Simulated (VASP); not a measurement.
Input for VASP

POSCAR:
```
Tl
1
    1.7300000000    -2.9964480000     0.0000000000
    1.7300000000     2.9964480000     0.0000000000
    0.0000000000     0.0000000000     5.5200000000
Tl
2
Direct
  0.3333330000   0.6666670000   0.2500000000
  0.6666670000   0.3333330000   0.7500000000
```

KPOINTS:
```
Automatic mesh
0
Gamma
9 9 5
0 0 0
```

**INCAR**
```
SYSTEM = Tl
PREC = Accurate
ENCUT = 400
EDIFF = 1E-6
NELM = 60
ALGO = VeryFast
LREAL = .FALSE.
LASPH = .TRUE.
ISMEAR = 1
SIGMA = 0.1
GGA = PE
LMAXMIX = 4
LWAVE = .FALSE.
LCHARG = .FALSE.
ISIF = 2
NELMDL = -1
```

POTCAR, in this order: Tl_d (PBE.64 set). Program: vasp_std.

The run wrote:

### standard output
```
...
RMM:  21     0.184363862762E+04    0.85677E+00    0.61243E+00  2448   0.943E+01    0.133E+02
RMM:  22     0.184457983046E+04    0.94120E+00    0.47394E+00  2448   0.916E+01    0.118E+02
RMM:  23     0.184531578623E+04    0.73596E+00    0.56582E+00  2447   0.890E+01    0.105E+02
RMM:  24     0.184585507976E+04    0.53929E+00    0.21952E+00  2448   0.866E+01    0.903E+01
RMM:  25     0.184649205822E+04    0.63698E+00    0.19814E+00  2448   0.846E+01    0.696E+01
RMM:  26     0.184689790140E+04    0.40584E+00    0.24330E+00  2448   0.824E+01    0.597E+01
RMM:  27     0.184716606791E+04    0.26817E+00    0.24893E+00  2448   0.804E+01    0.571E+01
RMM:  28     0.184731654895E+04    0.15048E+00    0.23993E+00  2447   0.784E+01    0.573E+01
RMM:  29     0.184737481858E+04    0.58270E-01    0.89532E-01  2448   0.766E+01    0.558E+01
RMM:  30     0.184745782941E+04    0.83011E-01    0.68975E-01  2448   0.751E+01    0.549E+01
RMM:  31     0.184751128881E+04    0.53459E-01   -0.26469E-01  2448   0.736E+01    0.534E+01
RMM:  32     0.184756746786E+04    0.56179E-01    0.54987E-01  2448   0.721E+01    0.529E+01
RMM:  33     0.184757645155E+04    0.89837E-02   -0.66339E-02  2448   0.707E+01    0.525E+01
RMM:  34     0.184758157454E+04    0.51230E-02    0.52145E-02  2448   0.694E+01    0.519E+01
RMM:  35     0.184756376154E+04   -0.17813E-01   -0.41446E-01  2448   0.681E+01    0.512E+01
RMM:  36     0.184754862361E+04   -0.15138E-01   -0.14089E-01  2448   0.669E+01    0.508E+01
RMM:  37     0.184750292173E+04   -0.45702E-01   -0.46000E-01  2448   0.657E+01    0.506E+01
RMM:  38     0.184748531528E+04   -0.17606E-01   -0.42855E-01  2448   0.647E+01    0.496E+01
RMM:  39     0.184743096476E+04   -0.54351E-01   -0.57861E-01  2448   0.636E+01    0.493E+01
RMM:  40     0.184738548850E+04   -0.45476E-01   -0.51839E-01  2448   0.626E+01    0.489E+01
RMM:  41     0.184731445180E+04   -0.71037E-01   -0.72525E-01  2448   0.616E+01    0.487E+01
RMM:  42     0.184725558262E+04   -0.58869E-01   -0.62741E-01  2448   0.607E+01    0.484E+01
RMM:  43     0.184714923592E+04   -0.10635E+00   -0.87476E-01  2448   0.598E+01    0.483E+01
RMM:  44     0.184708947948E+04   -0.59756E-01   -0.10038E+00  2448   0.589E+01    0.472E+01
RMM:  45     0.184705952563E+04   -0.29954E-01   -0.13373E+00  2448   0.581E+01    0.454E+01
RMM:  46     0.184706414732E+04    0.46217E-02   -0.91183E-01  2448   0.573E+01    0.435E+01
RMM:  47     0.184698908689E+04   -0.75060E-01   -0.96736E-01  2448   0.565E+01    0.418E+01
RMM:  48     0.184693102637E+04   -0.58061E-01   -0.69509E-01  2448   0.558E+01    0.412E+01
RMM:  49     0.184684240162E+04   -0.88625E-01   -0.91885E-01  2448   0.550E+01    0.411E+01
RMM:  50     0.184678706524E+04   -0.55336E-01   -0.62309E-01  2448   0.543E+01    0.411E+01
RMM:  51     0.184671621680E+04   -0.70848E-01   -0.75643E-01  2448   0.536E+01    0.411E+01
RMM:  52     0.184653025413E+04   -0.18596E+00    0.60126E-02  2448   0.529E+01    0.427E+01
RMM:  53     0.184645605621E+04   -0.74198E-01   -0.73117E-01  2448   0.523E+01    0.429E+01
RMM:  54     0.184641754567E+04   -0.38511E-01   -0.48468E-01  2448   0.517E+01    0.430E+01
RMM:  55     0.184635960276E+04   -0.57943E-01   -0.51920E-01  2448   0.511E+01    0.431E+01
RMM:  56     0.184629685745E+04   -0.62745E-01   -0.53229E-01  2448   0.505E+01    0.433E+01
RMM:  57     0.184619413733E+04   -0.10272E+00   -0.55473E-01  2448   0.500E+01    0.466E+01
RMM:  58     0.184630747902E+04    0.11334E+00   -0.15070E+00  2448   0.494E+01    0.426E+01
RMM:  59     0.184673416698E+04    0.42669E+00   -0.62004E-01  2448   0.492E+01    0.373E+01
RMM:  60     0.184707942742E+04    0.34526E+00    0.45870E-01  2448   0.489E+01

 -----------------------------------------------------------------------------
|                                                                             |
|           W    W    AA    RRRRR   N    N  II  N    N   GGGG   !!!           |
|           W    W   A  A   R    R  NN   N  II  NN   N  G    G  !!!           |
|           W    W  A    A  R    R  N N  N  II  N N  N  G       !!!           |
|           W WW W  AAAAAA  RRRRR   N  N N  II  N  N N  G  GGG   !            |
|           WW  WW  A    A  R   R   N   NN  II  N   NN  G    G                |
|           W    W  A    A  R    R  N    N  II  N    N   GGGG   !!!           |
|                                                                             |
|     The electronic self-consistency was not achieved in the given           |
|     number of steps (NELM). The forces and other quantities evaluated       |
|     might not be reliable so examine the results carefully. If you find     |
|     spurious results, we suggest increasing NELM, if you were close to      |
|     convergence or switching to a different ALGO or adjusting the           |
|     density mixing parameters otherwise.                                    |
|                                                                             |
 -----------------------------------------------------------------------------

   1 F= 0.18470794E+04 E0= 0.18470802E+04  d E =-.217562E-02
```

**OUTCAR**
```
------------------------ aborting loop EDIFF was not reached (unconverged)  ----------------------------
  FORCE on cell =-STRESS in cart. coord.  units (eV):
  Direction    XX          YY          ZZ          XY          YZ          ZX
  --------------------------------------------------------------------------------------
  Total      534.3451201    534.3451568    536.4154346      0.0000000      0.0000000      0.0000000
  in kB    14959.2736931  14959.2747206  15017.2332402      0.0000000      0.0000000      0.0000000
  external PRESSURE =   14978.5938847 kB  Pullay stress =       0.0000000 kB
  volume of cell :       57.23
      direct lattice vectors                 reciprocal lattice vectors
     1.730000000 -2.996448000  0.000000000     0.289017341 -0.166864234  0.000000000
     1.730000000  2.996448000  0.000000000     0.289017341  0.166864234  0.000000000
     0.000000000  0.000000000  5.520000000     0.000000000  0.000000000  0.181159420
 POSITION                                       TOTAL-FORCE (eV/Angst)
 -----------------------------------------------------------------------------------
      1.73000      0.99882      1.38000        -0.000000     -0.000000      0.000000
      1.73000     -0.99882      4.14000         0.000000      0.000000      0.000000
 -----------------------------------------------------------------------------------
    total drift:                               -0.000003      0.000288      0.000018
  FREE ENERGIE OF THE ION-ELECTRON SYSTEM (eV)
  ---------------------------------------------------
  free  energy   TOTEN  =      1847.0794274217 eV

  energy  without entropy=     1847.0816030379  energy(sigma->0) =     1847.08015263
```
(Selected blocks of OUTCAR.)

Task: From input and log, find the fault in this run and mend it.

Result: The cause: ALGO = VeryFast starts from random orbitals with almost no delay (NELMDL = -1). The run did not converge; its last values are not results. Against the sound run, the energy per atom (σ→0) rises by 925.728 eV/atom; the pressure increases by 1494.57 GPa. To mend it, set ALGO = Normal, remove NELMDL.

The mended run (PBE GGA, plane waves, VASP's PBE PAW potentials (set 64)) converges, and its OSZICAR ends with
```
   1 F= -.43765295E+01 E0= -.43760117E+01  d E =-.155350E-02
```

The compound is Tl in the hcp structure. The cell was not relaxed at this level.
